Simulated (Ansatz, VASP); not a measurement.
# Cross-check of TaN between VASP and Ansatz, part 2 of 2

One calculation is typed for both programs; each brings its own data sets. How far apart do they land? The cell is taken from a series of runs on this material, whose earlier steps may have relaxed, scaled, displaced or heated it; both programs get it as it stands.

VASP 6.6.1 and Ansatz 0.2.0.

So far: The structure; Ansatz: zone-centre phonons, PBEsol.

## 3. VASP: zone-centre phonons, PBEsol

Level of this step: PBEsol; plane waves and PAW (N, Ta_pv) (VASP).

The same cell, functional, mesh and smearing now go to VASP, with its own data sets.

Lines of VASP's logs that name or quote its potential files are left out, and so is its time.

INCAR reads:

```
SYSTEM = TaN
PREC = Accurate
ENCUT = 600
EDIFF = 1E-08
NELM = 120
ISMEAR = 1
SIGMA = 0.2
LREAL = .FALSE.
ALGO = Normal
GGA = PS
NBANDS = 14
LASPH = .TRUE.
LORBIT = 11
LWAVE = .FALSE.
LCHARG = .FALSE.
ISIF = 2
IBRION = 8
GGA_COMPAT = .FALSE.
KPAR = 2
```

POSCAR reads:

```
TaN
1.0
    2.9187021327      0.0000000000      0.0000000000
   -1.4593510664      2.5276701930      0.0000000000
    0.0000000000      0.0000000000      2.8993127197
N Ta
1 1
Direct
    0.6666666674      0.3333333326      0.0000000000
    0.9999999993      0.0000000007      0.5000000000
```

KPOINTS reads:

```
Automatic mesh
0
Gamma
18 18 16
0 0 0
```

The projector-augmented-wave data sets are N and Ta_pv (PBE family, release 64).

Command:

```
$ mpirun -np 2 vasp_std
```

Numbers of over 12 decimals in the logs are rounded to 6 here.

Log:

```text
[banner, memory and clock lines left out]
running    2 mpi-ranks, on    1 nodes
 distrk:  each k-point on    1 cores,    2 groups
 distr:  one band on    1 cores,    1 groups

 POSCAR found type information on POSCAR N Ta
 POSCAR found :  2 types and       2 ions
|                                                                             |
|               ----> ADVICE to this user running VASP <----                  |
|                                                                             |
|     You enforced a specific xc type in the INCAR file but a different       |
|     [... a line on the potential file left out ...]
|     I HOPE YOU KNOW WHAT YOU ARE DOING!                                     |
|                                                                             |

 LDA part: xc-table for (Slater+PW92), standard interpolation
 POSCAR, INCAR and KPOINTS ok, starting setup
 FFT: planning ... GRIDC
 FFT: planning ... GRID_SOFT
 FFT: planning ... GRID
 WAVECAR not read
 entering main loop
       N       E                     dE             d eps       ncg     rms          rms(c)
DAV:   1     0.103323016734E+03    0.10332E+03   -0.98301E+03  9324   0.134E+03
DAV:   2    -0.224634704712E+02   -0.12579E+03   -0.11896E+03 11388   0.346E+02
DAV:   3    -0.261183203329E+02   -0.36548E+01   -0.36309E+01 10848   0.580E+01
DAV:   4    -0.261376132999E+02   -0.19293E-01   -0.19290E-01 10962   0.445E+00
DAV:   5    -0.261377286628E+02   -0.11536E-03   -0.11536E-03 11118   0.333E-01    0.240E+01
DAV:   6    -0.239341718603E+02    0.22036E+01   -0.39489E+00 11228   0.247E+01    0.102E+01
DAV:   7    -0.238409723701E+02    0.93199E-01   -0.37874E-01 11610   0.630E+00    0.705E+00
DAV:   8    -0.238087217832E+02    0.32251E-01   -0.13356E-01 12426   0.353E+00    0.147E+00
DAV:   9    -0.238037154354E+02    0.50063E-02   -0.11110E-02 10530   0.965E-01    0.211E-01
DAV:  10    -0.238036205367E+02    0.94899E-04   -0.53593E-04 12630   0.284E-01    0.141E-01
DAV:  11    -0.238035817848E+02    0.38752E-04   -0.62079E-05 10764   0.816E-02    0.135E-02
DAV:  12    -0.238035818585E+02   -0.73760E-07   -0.41778E-06 12132   0.195E-02    0.223E-03
DAV:  13    -0.238035818073E+02    0.51222E-07   -0.37560E-08 10710   0.201E-03    0.176E-03
DAV:  14    -0.238035817647E+02    0.42625E-07   -0.12399E-08  8886   0.115E-03    0.265E-04
DAV:  15    -0.238035817521E+02    0.12629E-07   -0.84558E-10  6012   0.357E-04    0.807E-05
DAV:  16    -0.238035817546E+02   -0.25555E-08   -0.67325E-11  5982   0.799E-05
   1 F= -.23803582E+02 E0= -.23803688E+02  d E =0.318749E-03
 Linear response reoptimize wavefunctions to high precision
DAV:   1    -0.238035817546E+02    0.70486E-11   -0.11681E-11  6318   0.365E-05
 Linear response DOF=           4
 Linear response progress:
  Degree of freedom:   1/  4
       N       E                     dE             d eps       ncg     rms          rms(c)
RMM:   1    -0.232355520100E+00   -0.23236E+00    0.10785E-01 95551   0.285E+00
RMM:   2    -0.225956720339E+00    0.63988E-02   -0.30268E-03 69853   0.468E-01    0.172E-01
RMM:   3    -0.226790898567E+00   -0.83418E-03   -0.50102E-04 66510   0.149E-01    0.933E-02
RMM:   4    -0.227952611397E+00   -0.11617E-02   -0.28035E-04 67845   0.110E-01    0.241E-02
RMM:   5    -0.228006268503E+00   -0.53657E-04   -0.10097E-05 77661   0.264E-02    0.219E-03
RMM:   6    -0.228002243497E+00    0.40250E-05   -0.20622E-06 79105   0.509E-03    0.134E-03
RMM:   7    -0.227996822542E+00    0.54210E-05   -0.18196E-07 82936   0.172E-03    0.106E-03
RMM:   8    -0.227998714838E+00   -0.18923E-05   -0.24310E-07 80597   0.646E-04    0.208E-04
RMM:   9    -0.227995915902E+00    0.27989E-05    0.24382E-08 72843   0.311E-04    0.233E-05
RMM:  10    -0.227995736614E+00    0.17929E-06   -0.25458E-08 85694   0.100E-04    0.226E-05
RMM:  11    -0.227995700008E+00    0.36606E-07   -0.94276E-09 84424   0.318E-05    0.855E-06
RMM:  12    -0.227995701157E+00   -0.11488E-08   -0.37730E-09 81189   0.108E-05    0.221E-06
 first order change of Fermi-energy   0.28200E-04
 force on displaced ion       1 direction 1 : -13.234   0.001   0.000
 Linear response progress:
  Degree of freedom:   2/  4
       N       E                     dE             d eps       ncg     rms          rms(c)
RMM:   1    -0.237087979510E+00   -0.23709E+00    0.15044E-01 32712   0.295E+00
RMM:   2    -0.231141352849E+00    0.59466E-02   -0.37727E-03 25064   0.507E-01    0.148E-01
RMM:   3    -0.231931484562E+00   -0.79013E-03   -0.90624E-04 23666   0.182E-01    0.760E-02
RMM:   4    -0.233133620970E+00   -0.12021E-02   -0.41070E-04 24549   0.123E-01    0.227E-02
RMM:   5    -0.233254725080E+00   -0.12110E-03   -0.20080E-05 26164   0.360E-02    0.341E-03
RMM:   6    -0.233249870972E+00    0.48541E-05   -0.17235E-06 26794   0.835E-03    0.126E-03
RMM:   7    -0.233241105344E+00    0.87656E-05   -0.25114E-07 26453   0.275E-03    0.399E-04
RMM:   8    -0.233242768712E+00   -0.16634E-05   -0.33363E-08 29189   0.914E-04    0.177E-04
RMM:   9    -0.233242659915E+00    0.10880E-06   -0.14551E-08 29108   0.296E-04    0.360E-05
RMM:  10    -0.233242359186E+00    0.30073E-06   -0.30908E-09 29470   0.996E-05    0.156E-05
RMM:  11    -0.233242365721E+00   -0.65344E-08   -0.14645E-09 29429   0.386E-05    0.306E-06
 first order change of Fermi-energy  -0.12429E-03
 force on displaced ion       1 direction 3 :   0.000  -0.000 -13.965
 Linear response progress:
  Degree of freedom:   3/  4
       N       E                     dE             d eps       ncg     rms          rms(c)
RMM:   1    -0.132367880219E+00   -0.13237E+00    0.11653E+01 42158   0.252E+01
RMM:   2    -0.161198718873E+00   -0.28831E-01   -0.26431E-02 64584   0.150E+00    0.180E-01
RMM:   3    -0.159785979990E+00    0.14127E-02   -0.25819E-03 73685   0.333E-01    0.995E-02
RMM:   4    -0.158831114571E+00    0.95487E-03   -0.34810E-04 81713   0.128E-01    0.367E-02
RMM:   5    -0.158512329954E+00    0.31878E-03    0.11729E-05 85970   0.335E-02    0.604E-03
RMM:   6    -0.158521351159E+00   -0.90212E-05   -0.36801E-05 83476   0.113E-02    0.222E-03
RMM:   7    -0.158524053725E+00   -0.27026E-05   -0.27995E-05 90885   0.377E-03    0.496E-04
RMM:   8    -0.158526255359E+00   -0.22016E-05   -0.16520E-05 90314   0.135E-03    0.222E-04
RMM:   9    -0.158527719567E+00   -0.14642E-05   -0.90130E-06 83672   0.622E-04    0.420E-05
RMM:  10    -0.158527987784E+00   -0.26822E-06   -0.40892E-06 89893   0.289E-04    0.204E-05
RMM:  11    -0.158528129650E+00   -0.14187E-06   -0.21285E-06 91167   0.133E-04    0.723E-06
RMM:  12    -0.158528139121E+00   -0.94717E-08   -0.12037E-06 91466   0.679E-05    0.737E-06
RMM:  13    -0.158528146917E+00   -0.77952E-08   -0.64228E-07 81961   0.367E-05    0.103E-05
RMM:  14    -0.158528159229E+00   -0.12313E-07   -0.34825E-07 61504   0.212E-05    0.105E-05
RMM:  15    -0.158528173257E+00   -0.14028E-07   -0.19352E-07 62747   0.132E-05    0.923E-06
RMM:  16    -0.158528180888E+00   -0.76310E-08   -0.11143E-07 55985   0.851E-06    0.869E-06
RMM:  17    -0.158528189508E+00   -0.86203E-08   -0.64156E-08 62920   0.616E-06    0.709E-06
 first order change of Fermi-energy  -0.60089E-04
 force on displaced ion       2 direction 1 : -13.232   0.000   0.000
 Linear response progress:
  Degree of freedom:   4/  4
       N       E                     dE             d eps       ncg     rms          rms(c)
RMM:   1    -0.153958938987E+00   -0.15396E+00    0.10015E+01 14948   0.245E+01
RMM:   2    -0.182483390292E+00   -0.28524E-01   -0.28203E-02 22242   0.153E+00    0.134E-01
RMM:   3    -0.181838541697E+00    0.64485E-03   -0.20709E-03 26287   0.294E-01    0.729E-02
RMM:   4    -0.181306180690E+00    0.53236E-03   -0.19294E-04 27494   0.978E-02    0.207E-02
RMM:   5    -0.181180499640E+00    0.12568E-03   -0.30126E-05 29643   0.275E-02    0.654E-03
RMM:   6    -0.181152319761E+00    0.28180E-04   -0.43841E-05 27872   0.103E-02    0.830E-04
RMM:   7    -0.181153770577E+00   -0.14508E-05   -0.29635E-05 30923   0.309E-03    0.407E-04
RMM:   8    -0.181155701525E+00   -0.19309E-05   -0.17985E-05 31222   0.123E-03    0.108E-04
RMM:   9    -0.181156324942E+00   -0.62342E-06   -0.10317E-05 30181   0.523E-04    0.439E-05
RMM:  10    -0.181156755973E+00   -0.43103E-06   -0.57568E-06 28655   0.305E-04    0.146E-05
RMM:  11    -0.181157018113E+00   -0.26214E-06   -0.32932E-06 32087   0.156E-04    0.738E-06
RMM:  12    -0.181156928614E+00    0.89500E-07   -0.19809E-06 28424   0.907E-05    0.378E-06
RMM:  13    -0.181156918974E+00    0.96395E-08   -0.11908E-06 31166   0.507E-05    0.587E-06
RMM:  14    -0.181156912681E+00    0.62938E-08   -0.74278E-07 24804   0.304E-05    0.720E-06
RMM:  15    -0.181156942094E+00   -0.29414E-07   -0.43455E-07 25350   0.215E-05    0.569E-06
RMM:  16    -0.181156955487E+00   -0.13392E-07   -0.27017E-07 24989   0.136E-05    0.513E-06
RMM:  17    -0.181156970326E+00   -0.14839E-07   -0.16329E-07 24726   0.955E-06    0.445E-06
RMM:  18    -0.181156998482E+00   -0.28156E-07   -0.10268E-07 28709   0.853E-06    0.290E-06
RMM:  19    -0.181157023744E+00   -0.25262E-07   -0.61453E-08 27687   0.662E-06    0.152E-06
RMM:  20    -0.181157041410E+00   -0.17667E-07   -0.37084E-08 25528   0.491E-06    0.535E-07
RMM:  21    -0.181157048318E+00   -0.69079E-08   -0.22828E-08 19722   0.335E-06    0.148E-07
 first order change of Fermi-energy  -0.10205E-02
 force on displaced ion       2 direction 3 :  -0.000   0.000 -13.966
 Linear response finished
```

From OUTCAR (step 3):

```text
ion  position               nearest neighbor table
   1  0.667  0.333  0.000-   2 2.22   2 2.22   2 2.22   2 2.22   2 2.22   2 2.22
   2  1.000  0.000  0.500-   1 2.22   1 2.22   1 2.22   1 2.22   1 2.22   1 2.22

  LATTYP: Found a hexagonal cell.
 ALAT       =     2.9187021327
 C/A-ratio  =     0.9933568373

 Subroutine GETGRP returns: Found 12 space group operations
 (whereof 12 operations were pure point group operations)

The static configuration has the point symmetry D_3h.

 Found    333 irreducible k-points:

   k-points           NKPTS =    333   k-points in BZ     NKDIM =    333   number of bands    NBANDS=     14

   dimension x,y,z NGX =    24 NGY =   24 NGZ =   24
   dimension x,y,z NGXF=    48 NGYF=   48 NGZF=   48

   ENCUT  =  600.0 eV  44.10 Ry    6.64 a.u.   5.83  5.83  5.79*2*pi/ulx,y,z

   NELECT =      16.0000    total number of electrons

 k-points in reciprocal lattice and weights: Automatic mesh
   0.00000000  0.00000000  0.00000000       0.000
   0.05555556 -0.00000000  0.00000000       0.001
   0.11111111 -0.00000000  0.00000000       0.001
   0.16666667 -0.00000000  0.00000000       0.001
   0.22222222 -0.00000000  0.00000000       0.001
   0.27777778  0.00000000  0.00000000       0.001
   0.33333333 -0.00000000  0.00000000       0.001
   0.38888889 -0.00000000  0.00000000       0.001
   0.44444444 -0.00000000  0.00000000       0.001
[...]
0.33333333  0.27777778  0.50000000       0.002
   0.33333333  0.33333333  0.50000000       0.000

 average (electrostatic) potential at core
       1 -61.6654       2 -34.7273

  Total        0.0918331      0.0918331     -0.9228319     -0.0000000     -0.0000000      0.0000000
  in kB        6.8786728      6.8786728    -69.1238546     -0.0000000     -0.0000000      0.0000000
  external PRESSURE =     -18.4555030 kB  Pullay stress =       0.0000000 kB

  energy-cutoff  :      600.00
  volume of cell :       21.39
      direct lattice vectors                 reciprocal lattice vectors
     2.918702133  0.000000000  0.000000000     0.342618039  0.197810617  0.000000000
    -1.459351066  2.527670193  0.000000000     0.000000000  0.395621234  0.000000000
     0.000000000  0.000000000  2.899312720     0.000000000  0.000000000  0.344909327

 POSITION                                       TOTAL-FORCE (eV/Angst)
 -----------------------------------------------------------------------------------
      1.45935      0.84256      0.00000         0.000000      0.000000      0.000000
      2.91870      0.00000      1.44966        -0.000000      0.000000      0.000000
 -----------------------------------------------------------------------------------
    total drift:                               -0.000001      0.000001      0.000000

 Eigenvectors and eigenvalues of the dynamical matrix
 ----------------------------------------------------

   1 f  =   16.206115 THz   101.826021 2PiTHz  540.577794 cm-1    67.023074 meV
             X         Y         Z           dx          dy          dz
      1.459351  0.842557  0.000000    -0.000000    0.000000    0.963419
      2.918702  0.000000  1.449656     0.000000   -0.000000   -0.268001

   2 f  =   15.776061 THz    99.123913 2PiTHz  526.232742 cm-1    65.244515 meV
             X         Y         Z           dx          dy          dz
      1.459351  0.842557  0.000000     0.667626   -0.694598    0.000000
      2.918702  0.000000  1.449656    -0.185697    0.193199   -0.000000

   3 f  =   15.776061 THz    99.123913 2PiTHz  526.232742 cm-1    65.244515 meV
             X         Y         Z           dx          dy          dz
      1.459351  0.842557  0.000000     0.694598    0.667626   -0.000000
      2.918702  0.000000  1.449656    -0.193199   -0.185697   -0.000000

   4 f/i=    0.000186 THz     0.001167 2PiTHz    0.006197 cm-1     0.000768 meV
             X         Y         Z           dx          dy          dz
      1.459351  0.842557  0.000000    -0.000000   -0.000000    0.268001
      2.918702  0.000000  1.449656    -0.000000   -0.000000    0.963419

   5 f/i=    0.000292 THz     0.001833 2PiTHz    0.009732 cm-1     0.001207 meV
             X         Y         Z           dx          dy          dz
      1.459351  0.842557  0.000000    -0.260163   -0.064221   -0.000000
      2.918702  0.000000  1.449656    -0.935350   -0.230891   -0.000000

   6 f/i=    0.000292 THz     0.001833 2PiTHz    0.009732 cm-1     0.001207 meV
             X         Y         Z           dx          dy          dz
      1.459351  0.842557  0.000000     0.064221   -0.260163   -0.000000
      2.918702  0.000000  1.449656     0.230891   -0.935350   -0.000000

 ELASTIC MODULI CONTR FROM IONIC RELAXATION (kBar)
 Direction    XX          YY          ZZ          XY          YZ          ZX
 --------------------------------------------------------------------------------
 XX          -7.6576      7.6576      0.0000      0.0000      0.0000      0.0000
 YY           7.6576     -7.6576      0.0000      0.0000      0.0000     -0.0000
 ZZ           0.0000      0.0000     -0.0000     -0.0000      0.0000     -0.0000
 XY           0.0000      0.0000     -0.0000     -7.6576      0.0000     -0.0000
 YZ           0.0000      0.0000      0.0000      0.0000      0.0000      0.0000
 ZX           0.0000     -0.0000     -0.0000     -0.0000      0.0000     -0.0000
 --------------------------------------------------------------------------------
```

## 4. Side by side

Known differences besides the potentials themselves: the data sets hold 18 valence electrons in Ansatz (on its PAW soft_1 files) and 16 in VASP; the cutoff is 420 eV in Ansatz and 600 eV in VASP; Ansatz makes its cores anew for this functional, VASP keeps those of its PBE data sets. Total energies have different zeros and are not compared.

Compared:

| quantity | Ansatz | VASP | difference |
| --- | --- | --- | --- |
| optical mode 1 to 2 (cm⁻¹) | 523.1 | 526.2 | -0.59 % |
| optical mode 3 (cm⁻¹) | 537.8 | 540.6 | -0.51 % |

Modes are paired by rising frequency, not by their patterns, so a pair may set unlike modes beside each other; they are those without the splitting of longitudinal modes.

## 5. Outcome

| Item | Value |
| --- | --- |
| r.m.s. difference of the optical zone-centre modes, each program's sorted by frequency (zone-centre phonons, PBEsol) | 3.0 cm⁻¹ |
| difference in optical mode 1 to 2 (zone-centre phonons, PBEsol) | -0.6 % |

**Reading.** The r.m.s. difference of the optical zone-centre modes, each program's sorted by frequency is 3.0 cm⁻¹ (zone-centre phonons, PBEsol). The data sets hold unlike numbers of valence electrons (18 in Ansatz and 16 in VASP), so part of the differences comes from the potentials. Among the rows given in per cent, the largest difference of the zone-centre phonons, PBEsol pair is in optical mode 1 to 2, -0.6 %. Such differences can come from data sets, numerical settings and the points named under the comparisons, not from the functional's error against experiment.

[Lines on the potential files, build, host, timing and source positions are cut from VASP's logs without a mark.]

[Logs are printed without paths, hosts, clocks, repeated set-up lines and the standing remarks that a program may print on its own settings, such as how far it seeks lower states.]

[Hosts, paths, dates, database ids (printed as entryN), source tags and the programs' standing remarks are cut or masked in the printed files.]
